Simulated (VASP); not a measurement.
A run of VASP 6.6.1 is set up as follows.

Contents of POSCAR:

```
H12CO5
1.0
    5.3085660000      0.0000000000      0.0000000000
    0.0000000000      5.3085660000      0.0000000000
    0.0000000000      0.0000000000      5.3085660000
O H C
5 12 1
Direct
    0.5508267204      0.1820265586      0.2472230730
    0.3066176440      0.8554852666      0.9214729552
    0.9182894213      0.8712899114      0.5410312314
    0.4520994935      0.4696748613      0.6331841782
   -0.0599220204      0.5635043437      0.0683612109
    0.4715962842      0.0590178214      0.1269834452
    0.4493115467      0.1745292420      0.4005601513
    0.2085874038      0.9584886013      0.7984265431
    0.1612111444      0.8091639060      1.0236474408
    0.8302618824      0.9802270519      0.4203395041
    0.8118388280      0.7682489019      0.6440157285
    0.5514860322      0.4942577713      0.4911684248
    0.3978852293      0.6059263462      0.7555147661
   -0.0695668096      0.3713055465     -0.2691687360
   -0.0042007578      0.5407863442      0.2430599902
    0.2050647953      0.3152828843     -0.0608073819
   -0.1165851569      0.1877531522     -0.0298385666
    0.0084203531      0.3395078822     -0.0812837214
```

The input INCAR.step1:

```
  PREC = Accurate
  ENCUT = 520
  ISMEAR = -1
  SIGMA = 0.02
  LREAL = Auto
  LASPH = True
  NELM = 60
  NBANDS = 38
  GGA = PE
  ALGO = Normal
  EDIFF = 1E-4
  LWAVE = True
  LCHARG = False
```

The input INCAR.step2:

```
  PREC = Accurate
  ENCUT = 520
  EDIFF = 1E-6
  ISMEAR = -1
  SIGMA = 0.02
  LREAL = Auto
  LASPH = True
  NELM = 60
  ALGO = Normal
  ISIF = 2
  LWAVE = False
  LCHARG = False
  METAGGA = R2SCAN
  LMIXTAU = True
  IVDW = 12
  VDW_S6 = 1.0
  VDW_S8 = 0.78981345
  VDW_A1 = 0.49484001
  VDW_A2 = 5.73083694
  NBANDS = 38
  ISTART = 1
```

Contents of KPOINTS:

```
Automatic mesh
0
Gamma
  1 1 1
```

Potentials or basis: VASP PAW PBE potentials, release 64 (O, H, C).

The run is started by

```sh
$ cat potpaw_PBE.64/O/POTCAR potpaw_PBE.64/H/POTCAR potpaw_PBE.64/C/POTCAR > POTCAR
$ cp INCAR.step1 INCAR
$ mpirun -np 1 vasp_gam > vasp.out
$ cp INCAR.step2 INCAR
$ mpirun -np 1 vasp_gam > vasp.out
```

**Question.** Estimate the pressure.

**Answer.** -0.8 GPa.

**Question.** Predict the dispersion energy per atom.

**Answer.** -0.021 eV.

**Question.** Predict the band gap on the k mesh.

**Answer.** 5.32 eV, direct.

Stress tensor (GPa, compression positive):
```
 1.70  1.53 -3.51
 1.53 -2.10 -2.49
-3.51 -2.49 -2.14
```

Caveat: the PAW data sets were made with another functional, which shifts forces and pressure a little. r2SCAN opens gaps a little over a GGA but as a rule still falls short of measured ones.
